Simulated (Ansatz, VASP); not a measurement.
# Sb (antimonene 5 layers, AA'): VASP beside Ansatz, part 2 of 2

Aim: how closely do two programs agree when they are given the same cell, functional and k mesh? The cell is taken from a series of runs on this material, whose earlier steps may have relaxed, scaled, displaced or heated it; both programs get it as it stands.

VASP 6.6.1 and Ansatz 0.2.0.

So far: Starting point; VASP: single point, PBE with D3(BJ).

**3. Ansatz: single point, PBE with D3(BJ)**

Level of this step: Ansatz beside VASP: Kohn-Sham DFT, plane waves, PBE with D3(BJ) (Ansatz).

Ansatz runs on its default PAW (the set named soft_2) files.

The same cell, functional, mesh and smearing now go to Ansatz, which takes its cutoff from its data sets.

File input.yaml:

```yaml
crystal:
  lattice:
    - [4.0662595464, 0.0, 0.0]
    - [-2.0331297732, 3.5214840656, 0.0]
    - [0.0, 0.0, 42.3150141785]
  atoms:
    - { symbol: Sb, position: [0.6666666667, 0.3333333333, 0.212690464] }
    - { symbol: Sb, position: [0.3333333333, 0.6666666667, 0.2517418698] }
    - { symbol: Sb, position: [0.3333333333, 0.6666666667, 0.3467797592] }
    - { symbol: Sb, position: [0.6666666667, 0.3333333333, 0.385852066] }
    - { symbol: Sb, position: [0.6666666667, 0.3333333333, 0.4804641568] }
    - { symbol: Sb, position: [0.3333333333, 0.6666666667, 0.5195358432] }
    - { symbol: Sb, position: [0.3333333333, 0.6666666667, 0.614147934] }
    - { symbol: Sb, position: [0.6666666667, 0.3333333333, 0.6532202408] }
    - { symbol: Sb, position: [0.6666666667, 0.3333333333, 0.7482581302] }
    - { symbol: Sb, position: [0.3333333333, 0.6666666667, 0.787309536] }
kpoints:
  mp_grid: { grid: [12, 12, 1] }
  band_path:
    path: [[0, 0, 0], [0.5, 0, 0], [0.33333333, 0.33333333, 0], [0, 0, 0]]
    npoints: 16
hamiltonian:
  xc: pbe
  dispersion: d3bj
scf:
  occupations: { method: fermi_dirac, width: 0.02585 }
  convergence: { dr2_threshold: 1.0e-10 }
efield:
  axis: 3
  dipole_correction: true
  ramp_position: 0.97
  ramp_width: 0.06
  amplitude: 0
output:
  dos: { projected: true, e_range: [-6, 5] }
  write_potential: true
  write_density: true
  volumetric_format: npy
  elf: true
```

The run is started by

```bash
ansatz run input.yaml --threads 4 --pin off --max-ram 16384MiB --backend cpu --events-out ev --progress --plain --runs-dir out
```

Numbers of over 12 decimals in the logs are rounded to 6 here.

Log:

```text
Engine: ansatz 0.2.0, aarch64-unknown-linux-gnu
Pseudopotentials: kind: paw
Pseudopotential: Sb, paw, valence charge 15, recommended cutoff 420 eV (normal), Sb.paw.azcp
Functional definition: PBE
  parameter kappa = 0.804
  parameter beta = 0.066725
  exchange = pbe_x(kappa = kappa, mu = beta*pi^2/3)
  correlation = pbe_c(beta = beta)
Crystal: 10 atoms, lattice volume = 605.920 Å³
Basis set: ecut = 420 eV, 11805 PW (Γ)
Bands: 90, of which v1, the nominal top of the filled ones, is band 75 counted from 1 (74 counted from 0)
Symmetry: 6 space group operations
k-points: 19 of 144 (time reversal used)
Non-local potential: Sb, projectors of the file, l = 0: 2, l = 1: 2, l = 2: 2, l = 3: 2
PAW form: soft (Blöchl's): semilocal exchange-correlation on the pseudo side does not see the compensation charge
PAW one-centre angular grid: Sb, 590 points (default); XC on 64 Gauss nodes
Initial density: superposition of atomic densities (neutral atoms: chi_scale 0, normalization atom), corrected by the library's trained network
Initial wavefunctions: pseudopotential atomic-orbital guess
Functional: x = pbe(κ = 0.804, μ = 0.219515), c = pbe(β = 0.066725)
SCF iter   1: F=—  HF=-64847.127550 eV  |F-HF|=—  |Δ(HF+E_count)|=         —  Δρ=1.12e-3  dr2=1.17e-2  ethr=1.77e-3  p=0.000 e·Å  D=7.19e-14 V/Å  ΔV_dip=-0.00 eV  dr2_dipole=9.51e-8  V_vac-E_F(+/−)=4.38/4.38 eV  ⟨swp⟩=6.9  Hψ=6793  notcnv=0  defer=2
efield: sawtooth ramp at fractional position 0.9700 (set: `efield.ramp_position`, or a place that a band, a saddle search or an elastic batch's reference lends), width 0.0600; the density the first Hamiltonian is built on has a dipole p = 0.000 e·Å; the dipole correction subtracts the counter field D = 7.19e-14 V/Å, which shifts the + side's vacuum level by -0.00 eV against the − side's; the planar-averaged density in the ramp window peaks in size at 1.2e-5 e/Å³
preconditioner: auto → Resta (q_TF=auto, 2.162 Å⁻¹)  ε∞=3.1  [insulator: Δε(μ)=0.391 eV  Ē_g=7.334 eV  σ=0.026 eV  W_gap=1.00  n_scr=130 (ndim 8)  ℏωp=10.7 eV  f_vac=0.397  D(μ)=0.01/eV (n_scr^D=0)  ε∞_Penn≈3.1  vacuum switching on, ρ_ref=3.9e-3 e/Å³]
SCF iter   2: F=—  HF=-64847.126291 eV  |F-HF|=—  |Δ(HF+E_count)|=   1.26e-3  Δρ=6.75e-4  dr2=7.66e-3  ethr=7.81e-6  p=0.000 e·Å  D=3.88e-5 V/Å  ΔV_dip=-0.00 eV  dr2_dipole=3.23e-7  V_vac-E_F(+/−)=4.23/4.23 eV  ⟨swp⟩=2.7  Hψ=3600  notcnv=0  defer=148
SCF iter   3: F=—  HF=-64847.126930 eV  |F-HF|=—  |Δ(HF+E_count)|=   6.39e-4  Δρ=4.40e-4  dr2=1.98e-3  ethr=5.10e-6  p=-0.000 e·Å  D=-1.34e-5 V/Å  ΔV_dip=0.00 eV  dr2_dipole=7.35e-8  V_vac-E_F(+/−)=4.27/4.27 eV  ⟨swp⟩=2.0  Hψ=1889  notcnv=0  defer=148
SCF iter   4: F=—  HF=-64847.128288 eV  |F-HF|=—  |Δ(HF+E_count)|=   1.36e-3  Δρ=2.71e-4  dr2=9.96e-4  ethr=1.32e-6  p=0.000 e·Å  D=3.60e-5 V/Å  ΔV_dip=-0.00 eV  dr2_dipole=4.09e-7  V_vac-E_F(+/−)=4.21/4.21 eV  ⟨swp⟩=2.4  Hψ=2864  notcnv=0  defer=148
SCF iter   5: F=—  HF=-64847.128417 eV  |F-HF|=—  |Δ(HF+E_count)|=   1.30e-4  Δρ=1.38e-4  dr2=1.30e-4  ethr=6.64e-7  p=-0.000 e·Å  D=-1.86e-5 V/Å  ΔV_dip=0.00 eV  dr2_dipole=7.21e-8  V_vac-E_F(+/−)=4.20/4.20 eV  ⟨swp⟩=2.0  Hψ=1863  notcnv=0  defer=148
SCF iter   6: F=—  HF=-64847.128392 eV  |F-HF|=—  |Δ(HF+E_count)|=   2.51e-5  Δρ=8.51e-5  dr2=4.14e-5  ethr=8.67e-8  p=0.000 e·Å  D=3.98e-6 V/Å  ΔV_dip=-0.00 eV  dr2_dipole=8.77e-9  V_vac-E_F(+/−)=4.20/4.20 eV  ⟨swp⟩=2.3  Hψ=2134  notcnv=0  defer=148
SCF iter   7: F=—  HF=-64847.128400 eV  |F-HF|=—  |Δ(HF+E_count)|=   7.63e-6  Δρ=3.05e-5  dr2=6.12e-6  ethr=2.76e-8  p=-0.000 e·Å  D=-2.39e-5 V/Å  ΔV_dip=0.00 eV  dr2_dipole=1.68e-7  V_vac-E_F(+/−)=4.21/4.20 eV  ⟨swp⟩=2.0  Hψ=2982  notcnv=0  defer=148
SCF iter   8: F=—  HF=-64847.128525 eV  |F-HF|=—  |Δ(HF+E_count)|=   1.25e-4  Δρ=1.35e-5  dr2=2.53e-6  ethr=4.08e-9  p=0.000 e·Å  D=6.48e-5 V/Å  ΔV_dip=-0.00 eV  dr2_dipole=1.13e-6  V_vac-E_F(+/−)=4.20/4.21 eV  ⟨swp⟩=3.0  Hψ=3154  notcnv=0  defer=153
SCF iter   9: F=—  HF=-64847.128524 eV  |F-HF|=—  |Δ(HF+E_count)|=   2.86e-7  Δρ=6.85e-6  dr2=4.24e-7  ethr=1.69e-9  p=-0.000 e·Å  D=-2.05e-5 V/Å  ΔV_dip=0.00 eV  dr2_dipole=1.16e-7  V_vac-E_F(+/−)=4.21/4.21 eV  ⟨swp⟩=2.0  Hψ=1824  notcnv=0  defer=153
SCF iter  10: F=—  HF=-64847.128524 eV  |F-HF|=—  |Δ(HF+E_count)|=   2.27e-8  Δρ=1.33e-6  dr2=1.07e-8  ethr=2.83e-10  p=-0.000 e·Å  D=-1.01e-6 V/Å  ΔV_dip=0.00 eV  dr2_dipole=1.57e-10  V_vac-E_F(+/−)=4.21/4.21 eV  ⟨swp⟩=2.0  Hψ=2982  notcnv=0  defer=153
SCF iter  11: F=—  HF=-64847.128524 eV  |F-HF|=—  |Δ(HF+E_count)|=   7.50e-9  Δρ=3.97e-7  dr2=2.17e-9  ethr=7.10e-12  p=-0.000 e·Å  D=-5.20e-7 V/Å  ΔV_dip=0.00 eV  dr2_dipole=9.43e-11  V_vac-E_F(+/−)=4.21/4.21 eV  ⟨swp⟩=2.0  Hψ=2982  notcnv=0  defer=153
SCF iter  12: F=—  HF=-64847.128524 eV  |F-HF|=—  |Δ(HF+E_count)|=   2.56e-9  Δρ=2.44e-7  dr2=4.11e-9  ethr=1.45e-12  p=-0.000 e·Å  D=-7.89e-7 V/Å  ΔV_dip=0.00 eV  dr2_dipole=1.08e-10  V_vac-E_F(+/−)=4.21/4.21 eV  ⟨swp⟩=2.6  Hψ=2788  notcnv=0  defer=153
SCF iter  13: F=—  HF=-64847.128524 eV  |F-HF|=—  |Δ(HF+E_count)|=  2.55e-10  Δρ=8.08e-8  dr2=1.20e-10  ethr=1.45e-12  p=0.000 e·Å  D=2.44e-7 V/Å  ΔV_dip=-0.00 eV  dr2_dipole=1.58e-11  V_vac-E_F(+/−)=4.21/4.21 eV  ⟨swp⟩=2.0  Hψ=1814  notcnv=0  defer=153
SCF iter  14: F=-64847.128524 eV  HF=-64847.128524 eV  |F-HF|=1.16e-10  |Δ(HF+E_count)|=  2.18e-11  Δρ=4.76e-8  dr2=9.80e-11  ethr=1.00e-12  p=-0.000 e·Å  D=-6.08e-8 V/Å  ΔV_dip=0.00 eV  dr2_dipole=3.96e-13  V_vac-E_F(+/−)=4.21/4.21 eV  ⟨swp⟩=9.5  Hψ=6022  notcnv=0
SCF 1 converged in 14 iterations: F = -64847.128524 eV  dr2 = 9.80e-11
  greatest PAW one-centre occupation: 0.996 electrons in one spin orbital (limit 2), on the Sb atom at site 4 (counted from 0), in its partial waves of l = 2
NSCF: frozen V_eff on 49 k-points
efield: sawtooth ramp at fractional position 0.9700 (kept from the solve that this one continues, or follows in the run), width 0.0600; the density the first Hamiltonian is built on has a dipole p = -0.000 e·Å; the dipole correction subtracts the counter field D = -6.08e-8 V/Å, which shifts the + side's vacuum level by +0.00 eV against the − side's; the planar-averaged density in the ramp window peaks in size at 6.0e-8 e/Å³
WARN: The output density's exchange-correlation potential varies sharply where the density is thin. Do not read a vacuum level from v_tot or v_xc, or from such a field of the output density. On a cell that repeats whose density bears no net charge and no dipole along the vacuum's axis use v_es (v_loc + v_h of the components); under efield.dipole_correction with no amplitude use v_es + v_field, which holds any externa [...]
SCF converged after 14 iterations
Free energy (F): -64847.128524 eV
Harris-Foulkes:  -64847.128524 eV  (|F-HF|=1.16e-10)
Internal energy: -64847.128494 eV  (E = F + TS)
E sigma→0 (E₀):  -64847.128509 eV
Entropy (-TS):   -0.000031 eV (-0.003 meV/atom)
Fermi energy:    2.891647 eV
Dipole field:    D = 0.000000 V/Å  (p = 0.000001 e·Å, saw-weighted, corrected)
Work function:   Φ+ = 4.2058 eV   Φ− = 4.2059 eV
Levels:          The Fermi level and band energies are counted from a zero that moves with the ramp; work functions are not
--- Per-component energies (eV) ---
  E_band       = -2727.610356
  E_kinetic    = 2066.587448
  E_local      = -136104.115731  (includes V_loc(G=0)·N_el)
  E_nonlocal   = 3621.238106
  E_hartree    = 66794.012750
  E_xc         = -1380.836829
  E_vxc        = -956.952579  (∫ρ·V_xc dr)
  E_paw        = -45752.275796  (= ΣΔE_a)
  E_vpaw       = -4942.395549  (= ΣTr[D̂ρ^β])
  E_aug_tail   = -0.000016  (compensation charges beyond the density's cutoff)
  E_efield     = 0.000000  (sawtooth field / dipole correction)
  E_vefield    = 0.000000  (∫n·V_field dr)
  E_ewald      = 45911.423742
  E_disp       = -3.162169  (pairwise vdW)
  E_smearing   = -0.000031  (= −TS)
  E_closure    = -0.000000  (closes the sum)
  Σ components = -64847.128524   (vs F -64847.128524, Δ=0.00e0)
--- Band table (eV; the first three rows and the last of 19) ---
  k-point 0: bands = [... 71 lower, 2.4048, 2.4191, 2.4191, 2.6377, 3.8111, 4.0437, 4.2595, 4.4026, ... 11 higher]
  k-point 1: bands = [... 71 lower, 2.2158, 2.2259, 2.2402, 2.6848, 4.3224, 4.4756, 4.6247, 4.7349, ... 11 higher]
  k-point 2: bands = [... 71 lower, 1.8311, 1.8453, 2.2208, 2.6507, 3.9063, 4.0165, 4.1488, 4.2848, ... 11 higher]
  k-point 18: bands = [... 71 lower, 0.7180, 0.7180, 0.8049, 0.8049, 3.2544, 3.4193, 3.6417, 3.8756, ... 11 higher]
```

**4. Differences**

Known differences besides the potentials themselves: the data sets hold 150 valence electrons in Ansatz (on its default PAW (the set named soft_2) files) and 50 in VASP; the cutoff is 420 eV in Ansatz and 400 eV in VASP. Total energies have different zeros and are not compared.

The two programs side by side:

```
              quantity  Ansatz   VASP  difference
gap on the k mesh (eV)   0.388  0.352      +0.036
```

A gap on the mesh is an upper bound, since the band edges may lie between its points. With vacuum in the cell, a pressure given here is an average over mostly empty space and none of the material.

**5. What came out**

* difference in gap on the k mesh (single point, PBE with D3(BJ)): 0.036 eV

In words: The difference in gap on the k mesh is 0.036 eV (single point, PBE with D3(BJ)), within the 0.08 eV picked in this series as the mark of a large difference. The data sets hold unlike numbers of valence electrons (150 in Ansatz and 50 in VASP), so part of the differences comes from the potentials. Such differences can come from data sets, numerical settings and the points named under the comparisons, not from the functional's error against experiment.

[Lines on the potential files, build, host, timing and source positions are cut from VASP's logs without a mark.]

[Logs are printed without paths, hosts, clocks, repeated set-up lines and the standing remarks that a program may print on its own settings, such as how far it seeks lower states.]

[Hosts, paths, dates, database ids (printed as entryN), source tags and the programs' standing remarks are cut or masked in the printed files.]
